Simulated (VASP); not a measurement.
Level of theory: MS2 meta-GGA, VASP's PBE PAW potentials (set 64) (plane waves; VASP).

VASP input:

**INCAR**
```
SYSTEM = PtS2
PREC = Accurate; ENCUT = 520; LREAL = .FALSE.
LASPH = .TRUE.
EDIFF = 1E-7; NELM = 100; ALGO = Normal
LMAXMIX = 6; LMIXTAU = .TRUE.
ISMEAR = 0; SIGMA = 0.05
METAGGA = MS2
IBRION = 2; NSW = 30; ISIF = 4
EDIFFG = -0.01
LWAVE = .FALSE.; LCHARG = .FALSE.
```

POSCAR:
```
PtS2
1
    1.7307887688    -2.9978141532     0.0000000000
    1.7307887688     2.9978141532     0.0000000000
    0.0000000000     0.0000000000     5.5928605510
Pt S
1 2
Direct
  0.0000000000   0.0000000000   0.0000000000
  0.3333330000   0.6666670000   0.2147850935
  0.6666670000   0.3333330000   0.7852149065
```

**KPOINTS**
```
Automatic mesh
0
Gamma
7 7 4
0 0 0
```

POTCAR, in this order: Pt S (PBE.64 set). Program: vasp_std.

The run wrote:

### OSZICAR
```
...
DAV:  15    -0.635143296046E+01   -0.51207E-04   -0.11516E-04   994   0.117E-01    0.140E-02
DAV:  16    -0.635143417548E+01   -0.12150E-05   -0.11007E-06  1141   0.930E-03    0.126E-02
DAV:  17    -0.635143470049E+01   -0.52501E-06   -0.16142E-08   861   0.127E-03    0.125E-02
DAV:  18    -0.635143872957E+01   -0.40291E-05   -0.60044E-07   952   0.881E-03    0.123E-02
DAV:  19    -0.635144533491E+01   -0.66053E-05   -0.70072E-06   889   0.292E-02    0.158E-02
DAV:  20    -0.635144453053E+01    0.80438E-06   -0.46036E-07  1141   0.640E-03    0.168E-02
DAV:  21    -0.635144394324E+01    0.58729E-06   -0.80240E-08   630   0.363E-03    0.179E-02
DAV:  22    -0.635144432244E+01   -0.37921E-06   -0.41088E-07   882   0.737E-03    0.119E-02
DAV:  23    -0.635144446514E+01   -0.14270E-06   -0.71411E-08   504   0.299E-03    0.957E-03
DAV:  24    -0.635144454721E+01   -0.82068E-07   -0.29226E-08   483   0.143E-03
   1 F= -.63514445E+01 E0= -.63514445E+01  d E =-.635144E+01
       N       E                     dE             d eps       ncg     rms          rms(c)
DAV:   1    -0.641326482606E+01   -0.61820E-01   -0.80070E+00   840   0.182E+01    0.222E+00
DAV:   2    -0.642236421205E+01   -0.90994E-02   -0.43602E-01   966   0.576E+00    0.104E+00
DAV:   3    -0.642095015478E+01    0.14141E-02   -0.15038E-02  1141   0.111E+00    0.697E-01
DAV:   4    -0.642096126623E+01   -0.11111E-04   -0.45535E-03  1043   0.556E-01    0.291E-01
DAV:   5    -0.642120108595E+01   -0.23982E-03   -0.14035E-03   903   0.456E-01    0.853E-02
DAV:   6    -0.642111184458E+01    0.89241E-04   -0.84403E-04   952   0.335E-01    0.768E-02
DAV:   7    -0.642123811180E+01   -0.12627E-03   -0.16163E-04   931   0.155E-01    0.115E-02
DAV:   8    -0.642123543835E+01    0.26735E-05   -0.92407E-06  1134   0.320E-02    0.158E-02
DAV:   9    -0.642124008089E+01   -0.46425E-05   -0.38260E-06   994   0.202E-02    0.443E-03
DAV:  10    -0.642124232838E+01   -0.22475E-05   -0.14886E-06  1008   0.142E-02    0.167E-03
DAV:  11    -0.642124180804E+01    0.52033E-06   -0.20405E-07   839   0.504E-03    0.222E-03
DAV:  12    -0.642124143250E+01    0.37555E-06   -0.16713E-07   693   0.462E-03    0.630E-04
DAV:  13    -0.642124119658E+01    0.23592E-06   -0.20312E-08   504   0.155E-03    0.257E-04
DAV:  14    -0.642124136552E+01   -0.16894E-06   -0.32151E-09   483   0.606E-04    0.793E-05
DAV:  15    -0.642124131782E+01    0.47703E-07   -0.71044E-10   483   0.289E-04
   2 F= -.64212413E+01 E0= -.64212413E+01  d E =-.697968E-01
       N       E                     dE             d eps       ncg     rms          rms(c)
DAV:   1    -0.641816045748E+01    0.30809E-02   -0.34829E+00   840   0.121E+01    0.146E+00
DAV:   2    -0.643321589767E+01   -0.15055E-01   -0.18608E-01   945   0.379E+00    0.665E-01
DAV:   3    -0.643239097071E+01    0.82493E-03   -0.60862E-03  1127   0.721E-01    0.407E-01
DAV:   4    -0.643230656063E+01    0.84410E-04   -0.24714E-03  1050   0.402E-01    0.146E-01
DAV:   5    -0.643244724736E+01   -0.14069E-03   -0.53529E-04   903   0.285E-01    0.537E-02
DAV:   6    -0.643240585512E+01    0.41392E-04   -0.26417E-04   945   0.184E-01    0.543E-02
DAV:   7    -0.643245458678E+01   -0.48732E-04   -0.57915E-05   917   0.915E-02    0.766E-03
DAV:   8    -0.643244720736E+01    0.73794E-05   -0.68921E-06  1078   0.285E-02    0.124E-02
DAV:   9    -0.643245440559E+01   -0.71982E-05   -0.27662E-06   952   0.208E-02    0.272E-03
DAV:  10    -0.643245481586E+01   -0.41027E-06   -0.34820E-07  1092   0.551E-03    0.187E-03
DAV:  11    -0.643245431339E+01    0.50247E-06   -0.65458E-08   595   0.296E-03    0.116E-03
DAV:  12    -0.643245401759E+01    0.29580E-06   -0.50910E-08   497   0.246E-03    0.237E-04
DAV:  13    -0.643245397592E+01    0.41671E-07   -0.60614E-09   469   0.794E-04
   3 F= -.64324540E+01 E0= -.64324540E+01  d E =-.810094E-01
       N       E                     dE             d eps       ncg     rms          rms(c)
DAV:   1    -0.643235968110E+01    0.94336E-04   -0.18225E-02   840   0.882E-01    0.118E-01
DAV:   2    -0.643253281655E+01   -0.17314E-03   -0.96574E-04   931   0.274E-01    0.502E-02
DAV:   3    -0.643252380814E+01    0.90084E-05   -0.30435E-05  1127   0.515E-02    0.269E-02
DAV:   4    -0.643252542001E+01   -0.16119E-05   -0.19070E-05  1043   0.344E-02    0.690E-03
DAV:   5    -0.643252414512E+01    0.12749E-05   -0.34398E-06   882   0.220E-02    0.357E-03
DAV:   6    -0.643252595767E+01   -0.18126E-05   -0.11305E-06   931   0.118E-02    0.392E-03
DAV:   7    -0.643252489466E+01    0.10630E-05   -0.38382E-07   889   0.715E-03    0.468E-04
DAV:   8    -0.643252549961E+01   -0.60495E-06   -0.34990E-08   511   0.214E-03    0.656E-04
DAV:   9    -0.643252496888E+01    0.53073E-06   -0.17191E-08   448   0.162E-03    0.167E-04
DAV:  10    -0.643252514304E+01   -0.17416E-06   -0.26729E-09   441   0.534E-04    0.748E-05
DAV:  11    -0.643252515807E+01   -0.15023E-07   -0.70671E-10   441   0.259E-04
   4 F= -.64325252E+01 E0= -.64325252E+01  d E =-.810806E-01
       N       E                     dE             d eps       ncg     rms          rms(c)
DAV:   1    -0.645176619331E+01   -0.19241E-01   -0.78153E-01   854   0.651E+00    0.750E-01
DAV:   2    -0.643789079166E+01    0.13875E-01   -0.40297E-02  1015   0.190E+00    0.362E-01
DAV:   3    -0.643810091395E+01   -0.21012E-03   -0.89413E-03   952   0.920E-01    0.208E-01
DAV:   4    -0.643774857580E+01    0.35234E-03   -0.24071E-03  1092   0.483E-01    0.843E-02
DAV:   5    -0.643789476457E+01   -0.14619E-03   -0.46599E-04   980   0.252E-01    0.544E-02
DAV:   6    -0.643790925500E+01   -0.14490E-04   -0.16254E-04   938   0.153E-01    0.201E-02
DAV:   7    -0.643791080530E+01   -0.15503E-05   -0.45277E-05   889   0.792E-02    0.119E-02
DAV:   8    -0.643791836767E+01   -0.75624E-05   -0.57861E-06  1071   0.245E-02    0.521E-03
DAV:   9    -0.643791814719E+01    0.22048E-06   -0.79217E-07  1029   0.849E-03    0.442E-03
DAV:  10    -0.643791953175E+01   -0.13846E-05   -0.33462E-07   938   0.655E-03    0.193E-03
DAV:  11    -0.643791777011E+01    0.17616E-05   -0.87446E-08   602   0.375E-03    0.104E-03
DAV:  12    -0.643791880307E+01   -0.10330E-05   -0.30604E-08   539   0.193E-03    0.399E-04
DAV:  13    -0.643791853087E+01    0.27221E-06   -0.91305E-09   462   0.114E-03    0.176E-04
DAV:  14    -0.643791882049E+01   -0.28963E-06   -0.20659E-09   448   0.469E-04    0.124E-04
DAV:  15    -0.643791873348E+01    0.87015E-07   -0.51665E-10   441   0.255E-04
   5 F= -.64379187E+01 E0= -.64379187E+01  d E =-.539358E-02
       N       E                     dE             d eps       ncg     rms          rms(c)
DAV:   1    -0.644772026981E+01   -0.98014E-02   -0.47815E-01   861   0.509E+00    0.591E-01
DAV:   2    -0.643920328269E+01    0.85170E-02   -0.24695E-02  1015   0.148E+00    0.284E-01
DAV:   3    -0.643931357919E+01   -0.11030E-03   -0.54647E-03   952   0.719E-01    0.162E-01
DAV:   4    -0.643909736330E+01    0.21622E-03   -0.14928E-03  1078   0.379E-01    0.664E-02
DAV:   5    -0.643918737714E+01   -0.90014E-04   -0.28482E-04   966   0.197E-01    0.425E-02
DAV:   6    -0.643919935521E+01   -0.11978E-04   -0.99187E-05   952   0.120E-01    0.158E-02
DAV:   7    -0.643919800781E+01    0.13474E-05   -0.27427E-05   882   0.614E-02    0.912E-03
DAV:   8    -0.643920346590E+01   -0.54581E-05   -0.35590E-06  1057   0.192E-02    0.417E-03
DAV:   9    -0.643920308757E+01    0.37832E-06   -0.44409E-07  1057   0.633E-03    0.354E-03
DAV:  10    -0.643920424124E+01   -0.11537E-05   -0.18994E-07   694   0.505E-03    0.163E-03
DAV:  11    -0.643920255841E+01    0.16828E-05   -0.73828E-08   567   0.336E-03    0.654E-04
DAV:  12    -0.643920360432E+01   -0.10459E-05   -0.25102E-08   483   0.181E-03    0.254E-04
DAV:  13    -0.643920341102E+01    0.19331E-06   -0.43497E-09   448   0.717E-04    0.121E-04
DAV:  14    -0.643920360382E+01   -0.19280E-06   -0.11299E-09   441   0.352E-04    0.842E-05
DAV:  15    -0.643920354703E+01    0.56794E-07   -0.32373E-10   441   0.193E-04
   6 F= -.64392035E+01 E0= -.64392035E+01  d E =-.667839E-02
```

### OUTCAR
```
------------------------ aborting loop because EDIFF is reached ----------------------------------------
  FORCE on cell =-STRESS in cart. coord.  units (eV):
  Direction    XX          YY          ZZ          XY          YZ          ZX
  --------------------------------------------------------------------------------------
  Total        0.3917862      0.3917862      0.3846676     -0.0000000     -0.0000000      0.0000000
  in kB       10.8155086     10.8155092     10.6189965     -0.0000000     -0.0000000      0.0000000
  external PRESSURE =      10.7500048 kB  Pullay stress =       0.0000000 kB
  volume of cell :       58.04
      direct lattice vectors                 reciprocal lattice vectors
     1.764862146 -3.056830995  0.000000000     0.283308247 -0.163568088 -0.000000000
     1.764862146  3.056830995  0.000000000     0.283308247  0.163568088  0.000000000
    -0.000000000 -0.000000000  5.378987668    -0.000000000 -0.000000000  0.185908588
 POSITION                                       TOTAL-FORCE (eV/Angst)
 -----------------------------------------------------------------------------------
      0.00000      0.00000      0.00000        -0.000000     -0.000000      0.000000
      1.76486      1.01895      1.22302        -0.000000     -0.000000      0.009964
      1.76486     -1.01895      4.15597         0.000000      0.000000     -0.009964
 -----------------------------------------------------------------------------------
    total drift:                                0.000000     -0.000000      0.000000
  FREE ENERGIE OF THE ION-ELECTRON SYSTEM (eV)
  ---------------------------------------------------
  free  energy   TOTEN  =        -6.4392035470 eV

  energy  without entropy=       -6.4392035470  energy(sigma->0) =       -6.43920355

 reached required accuracy - stopping structural energy minimisation
```
(Selected blocks of OUTCAR.)

CONTCAR:
```
PtS2
   1.00000000000000
     1.7648621463489318   -3.0568309947779162    0.0000000000000000
     1.7648621463489318    3.0568309947779162    0.0000000000000000
    -0.0000000000000000   -0.0000000000000001    5.3789876675262160
  Pt              S
     1     2
Direct
     0.0000000000000000    0.0000000000000000    0.0000000000000000
     0.3333330000000032    0.6666669999999968    0.2273701368099504
     0.6666669999999968    0.3333330000000032    0.7726298631900497
```

File OUTCAR:
```
 val. band max:        5.5357751169   @ k =   0.0000   0.1429   0.2500

 cond. band min:       6.8462132612   @ k =   0.0000   0.2857   0.2500


 Fermi energy:         5.7909029010

 k-point     1 :       0.0000    0.0000    0.0000
  band No.  band energies     occupation
      1      -9.8420      2.00000
      2      -7.2241      2.00000
      3      -1.0169      2.00000
      4      -0.7735      2.00000
      5      -0.7735      2.00000
      6       2.0006      2.00000
      7       2.0006      2.00000
      8       3.8005      2.00000
      9       4.7347      2.00000
     10       4.7348      2.00000
     11       5.4926      2.00000
     12       8.4084      0.00000
     13       8.4084      0.00000
     14      11.0116      0.00000
     15      11.6814      0.00000

 k-point     2 :       0.1429    0.0000    0.0000
  band No.  band energies     occupation
      1      -9.5827      2.00000
      2      -7.3145      2.00000
      3      -0.7713      2.00000
      4      -0.6341      2.00000
      5      -0.6099      2.00000
      6       1.5847      2.00000
      7       1.8153      2.00000
      8       3.2326      2.00000
      9       4.6153      2.00000
     10       4.7453      2.00000
     11       5.5004      2.00000
     12       7.6372      0.00000
     13       8.2361      0.00000
     14      12.0598      0.00000
     15      12.6451      0.00000

 k-point     3 :       0.2857    0.0000    0.0000
  band No.  band energies     occupation
      1      -8.9042      2.00000
      2      -7.5172      2.00000
      3      -0.5985      2.00000
      4      -0.2797      2.00000
      5       0.1112      2.00000
      6       0.4615      2.00000
      7       1.7007      2.00000
      8       2.7084      2.00000
      9       4.1088      2.00000
     10       4.2774      2.00000
     11       4.6885      2.00000
     12       7.5823      0.00000
     13       8.2844      0.00000
     14      11.6098      0.00000
     15      13.6810      0.00000
...
```

Unless said otherwise, spin-orbit coupling is left out, though it shifts the bands of the heavy elements here.

The compound is PtS2 in the 1T layered structure. This cell is one point of a volume scan, at 0.94 of the reference volume. Symmetry was kept, so distortions that lower it aren't found.
